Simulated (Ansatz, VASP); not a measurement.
# ZnS in two plane-wave programs, part 2 of 2

One calculation is typed for both programs; each brings its own data sets. How far apart do they land? The cell is taken from a series of runs on this material, whose earlier steps may have relaxed, scaled, displaced or heated it; both programs get it as it stands.

VASP 6.6.1 and Ansatz 0.2.0.

So far: The structure; Ansatz: zone-centre phonons, PBE, pair 1; VASP: zone-centre phonons, PBE, pair 1; Comparison.

**5. VASP: zone-centre phonons, PBE, pair 2**

Level of this step: PBE; plane waves and PAW (Zn, S) (VASP).

Second derivatives magnify differences that forces hide, and they need a tight electronic threshold. The cell compared in this pair holds 40.93 Å³, against 39.72 Å³ for the pair before.

The input, INCAR:

```
SYSTEM = ZnS
PREC = Accurate
ENCUT = 500
EDIFF = 1E-08
NELM = 120
ISMEAR = 0
SIGMA = 0.01
LREAL = .FALSE.
ALGO = Normal
GGA = PE
NBANDS = 15
LORBIT = 11
LWAVE = .FALSE.
LCHARG = .FALSE.
ISIF = 2
IBRION = 8
LASPH = .TRUE.
GGA_COMPAT = .FALSE.
EFERMI = MIDGAP
KPAR = 2
```

The input, POSCAR:

```
ZnS
1.0
    0.0000000000      2.7353460282      2.7353460282
    2.7353460282      0.0000000000      2.7353460282
    2.7353460282      2.7353460282      0.0000000000
Zn S
1 1
Direct
    0.2500000000      0.2500000000      0.2500000000
    0.0000000000      0.0000000000      0.0000000000
```

The input, KPOINTS:

```
Automatic mesh
0
Gamma
8 8 8
0 0 0
```

Potentials, in the order of the species: Zn and S (PBE family, release 64).

Command:

```
$ mpirun -np 2 vasp_std
```

Numbers of over 12 decimals in the logs are rounded to 6 here.

What it wrote:

```text
[... set-up lines as in an earlier step ...]
 entering main loop
       N       E                     dE             d eps       ncg     rms          rms(c)
DAV:   1     0.810953497978E+02    0.81095E+02   -0.84413E+03   870   0.137E+03
DAV:   2    -0.204386976582E+01   -0.83139E+02   -0.78584E+02   969   0.263E+02
DAV:   3    -0.722295298636E+01   -0.51791E+01   -0.51522E+01  1101   0.620E+01
DAV:   4    -0.727771899657E+01   -0.54766E-01   -0.54745E-01  1059   0.679E+00
[...]
DAV:  14    -0.685084634842E+01    0.32000E-07   -0.83808E-08  1108   0.246E-03    0.869E-04
DAV:  15    -0.685084637094E+01   -0.22520E-07   -0.49144E-09   722   0.116E-03    0.105E-04
DAV:  16    -0.685084637629E+01   -0.53442E-08   -0.14949E-09   554   0.432E-04
   1 F= -.68508464E+01 E0= -.68508464E+01  d E =0.000000E+00
 Linear response reoptimize wavefunctions to high precision
DAV:   1    -0.685084637592E+01    0.36744E-09   -0.46793E-10   617   0.352E-04
DAV:   2    -0.685084637592E+01   -0.36380E-11   -0.44630E-11   505   0.586E-05
 Linear response DOF=           2
 Linear response progress:
[...]
RMM:  10    -0.209100298827E+00   -0.41126E-07   -0.90067E-09  5699   0.217E-05    0.392E-06
RMM:  11    -0.209100323659E+00   -0.24832E-07    0.31230E-10  5450   0.141E-05    0.661E-07
RMM:  12    -0.209100322160E+00    0.14984E-08   -0.26601E-09  3817   0.705E-06    0.348E-07
 first order change of Fermi-energy   0.31322E+00
 force on displaced ion       1 direction 1 :  -5.025  -0.000  -0.000
 Linear response progress:
  Degree of freedom:   2/  2
       N       E                     dE             d eps       ncg     rms          rms(c)
RMM:   1    -0.107149330280E+00   -0.10715E+00    0.48675E-02  7073   0.217E+00
RMM:   2    -0.104853302194E+00    0.22960E-02   -0.46180E-03  4633   0.608E-01    0.157E-01
RMM:   3    -0.105303592356E+00   -0.45029E-03   -0.26620E-04  4911   0.129E-01    0.778E-02
RMM:   4    -0.105793226351E+00   -0.48963E-03   -0.54204E-05  4983   0.487E-02    0.159E-02
[...]
RMM:  10    -0.105832217591E+00   -0.29916E-06   -0.15943E-08  5240   0.504E-05    0.146E-05
RMM:  11    -0.105832290245E+00   -0.72654E-07   -0.15480E-08  5269   0.213E-05    0.826E-06
RMM:  12    -0.105832283222E+00    0.70224E-08   -0.18903E-10  4800   0.745E-06    0.725E-07
 first order change of Fermi-energy  -0.31286E+00
 force on displaced ion       2 direction 1 :  -5.102   0.000   0.000
 Linear response finished
```

Parts of OUTCAR (step 5):

```text
  Total       -0.2218834     -0.2218834     -0.2218834      0.0000000      0.0000000      0.0000000
  in kB       -8.6849768     -8.6849768     -8.6849768      0.0000000      0.0000000      0.0000000
  external PRESSURE =      -8.6849768 kB  Pullay stress =       0.0000000 kB

 POSITION                                       TOTAL-FORCE (eV/Angst)
 -----------------------------------------------------------------------------------
      1.36767      1.36767      1.36767         0.000000      0.000000      0.000000
      0.00000      0.00000      0.00000        -0.000000     -0.000000     -0.000000
 -----------------------------------------------------------------------------------
    total drift:                               -0.000000     -0.000000     -0.000000

[... 1 part as in an earlier step ...]

[... 1 further part left out ...]
```

**6. Ansatz: zone-centre phonons, PBE, pair 2**

The same cell, functional and mesh now go to Ansatz, which takes its cutoff from its data sets.

The cell is taken from a series of runs on this material, whose earlier steps may have relaxed, scaled, displaced or heated it; both programs get it as it stands.

The input, input.yaml:

```yaml
crystal:
  lattice:
    - [0.0, 2.7353460282, 2.7353460282]
    - [2.7353460282, 0.0, 2.7353460282]
    - [2.7353460282, 2.7353460282, 0.0]
  atoms:
    - { symbol: Zn, position: [0.25, 0.25, 0.25] }
    - { symbol: S, position: [0.0, 0.0, 0.0] }
kpoints:
  mp_grid: { grid: [8, 8, 8] }
hamiltonian:
  xc: pbe
scf:
  occupations: { method: fixed }
output:
  eigenvalues: true
phonons:
  method: dfpt
```

Command:

```
$ ansatz run input.yaml --threads 4 --pin off --max-ram 7168MiB --backend cpu --events-out ev --progress --plain --runs-dir out
```

What it wrote:

```text
[...]
Crystal: 2 atoms, lattice volume = 40.932 Å³
Basis set: ecut = 420 eV, 821 PW (Γ), exchange–correlation on 54×54×54 points (8 copies of the dense FFT grid, shifted against one another)
Bands: 13, of which v1, the nominal top of the filled ones, is band 9 counted from 1 (8 counted from 0)
Symmetry: 24 space group operations
k-points: 59 of 512 (irreducible under 8 space group operations, time reversal used)
[...]
k-point 1: bands = [... 5 lower, -0.4241, 4.2265, 5.1803, 5.1803, 8.0949, 11.5963, 11.9521, 11.9521]
  k-point 2: bands = [... 5 lower, -0.4211, 2.5709, 4.8787, 4.8787, 8.6773, 12.1508, 12.3094, 12.3094]
  k-point 58: bands = [... 5 lower, -0.0582, 0.9035, 2.7444, 2.7447, 11.0176, 11.1763, 13.0900, 13.5284]
[...]
ASR residual: 3.409e-4 → 0.000e0 eV/Å²; symmetrization residual: 7.875e-7 eV/Å²
  ASR residual per site (eV/Å²): 1.11e-4 3.41e-4
  Γ frequencies (cm⁻¹): 0.00 0.00 0.00 253.08 253.08 253.08
[...]
[key lines of the parts left out:]
SCF converged after 7 iterations
Free energy (F): -4222.732270 eV
Fermi energy:    5.318135 eV
```

**7. Differences**

The two programs side by side:

```tsv
quantity	Ansatz	VASP	difference
optical mode 1 to 3 (cm⁻¹)	253.1	253.3	-0.09 %
```

Modes are paired by rising frequency, not by their patterns, so a pair may set unlike modes beside each other; they are those without the splitting of longitudinal modes.

**8. What came out**

| Item | Value |
| --- | --- |
| r.m.s. difference of the optical zone-centre modes, each program's sorted by frequency (zone-centre phonons, PBE, pair 1) | 0.64 cm⁻¹ |
| r.m.s. difference of the optical zone-centre modes, each program's sorted by frequency (zone-centre phonons, PBE, pair 2) | 0.23 cm⁻¹ |

The r.m.s. difference of the optical zone-centre modes, each program's sorted by frequency is 0.64 cm⁻¹ (zone-centre phonons, PBE, pair 1). How closely two codes agree says nothing of how well the functional describes the real material.

[Lines on the potential files, build, host, timing and source positions are cut from VASP's logs without a mark.]

[Logs are printed without paths, hosts, clocks, repeated set-up lines and the standing remarks that a program may print on its own settings, such as how far it seeks lower states.]

[Hosts, paths, dates, database ids (printed as entryN), source tags and the programs' standing remarks are cut or masked in the printed files.]
